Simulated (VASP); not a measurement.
Input of a VASP 6.6.1 run:

File INCAR:

```
SYSTEM = GaGe
PREC = Accurate
ENCUT = 450
EDIFF = 1E-7
ISMEAR = 0
SIGMA = 0.02
LREAL = .FALSE.
LASPH = .TRUE.
NELM = 100
ALGO = Fast
ISIF = 2
LWAVE = .FALSE.
LCHARG = .FALSE.
GGA = PE
NBANDS = 20
```

KPOINTS

```
regular mesh
0
G
  5 5 5
  0 0 0
```

File POSCAR:

```
GaGe
1.0
    0.0000000000      2.8978440000      2.8978440000
    2.8978440000      0.0000000000      2.8978440000
    2.8978440000      2.8978440000      0.0000000000
Ge Ga
1 1
Direct
    0.0000000000      0.0000000000      0.0000000000
    0.2500000000      0.2500000000      0.2500000000
```

Potentials or basis: VASP PAW PBE potentials, release 64 (Ge_d_GW, Ga_d_GW).

Launch:

```sh
$ cat potpaw_PBE.64/Ge_d_GW/POTCAR potpaw_PBE.64/Ga_d_GW/POTCAR > POTCAR
$ mpirun -np 1 vasp_std > vasp.out
```

**Question.** Estimate the band gap on the k mesh.

**Answer.** None (metal or under the smearing width).

Caveat: the k mesh is coarse (spacing up to 0.38 Å⁻¹), so the values aren't converged.
